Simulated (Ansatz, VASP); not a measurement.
**SrC2: VASP beside Ansatz**

```
CELL_PARAMETERS angstrom
2.31594 1.33711 2.30666
-2.31594 1.33711 2.30666
0.00000 -2.67422 2.30666
ATOMIC_POSITIONS crystal
Sr 0.00000 0.00000 0.00000
C 0.59156 0.59156 0.59156
C 0.40844 0.40844 0.40844
```

Change from the starting cell: strain -0.080 along x and y, +0.000 along z, atoms carried along.

Alike in both runs: task single point; functional LDA; k mesh 9 × 9 × 9; occupations gaussian, width 0.05 eV; no spin polarisation.

|  | VASP | Ansatz |
| --- | --- | --- |
| version | VASP 6.6.1 | Ansatz 0.2.0 |
| potentials or method | VASP PAW LDA potentials, release 64 (Sr_sv, C) | scalar-relativistic, plane waves, PAW |
| plane-wave cutoff (eV) | 520 | 420 |
| valence electrons in the cell | 18 | 18 |

VASP gave:

- gap on the k mesh at the Fermi level (eV): 1.08
- least direct gap on the mesh (eV): 1.95
- pressure (GPa): 3.9
- largest component of the traceless stress (GPa): 5.77
- rms of the force components (eV/Å): 0.388

Task: Which values does Ansatz return?

Result: gap on the k mesh at the Fermi level (eV): 1.12; least direct gap on the mesh (eV): 1.97; pressure (GPa): 3.2; largest component of the traceless stress (GPa): 5.96; rms of the force components (eV/Å): 0.426.

Atom by atom the forces differ by 0.037 eV/Å (rms over components).

Caveats: an odd mesh through Γ misses points on the zone boundary, where band edges often lie.
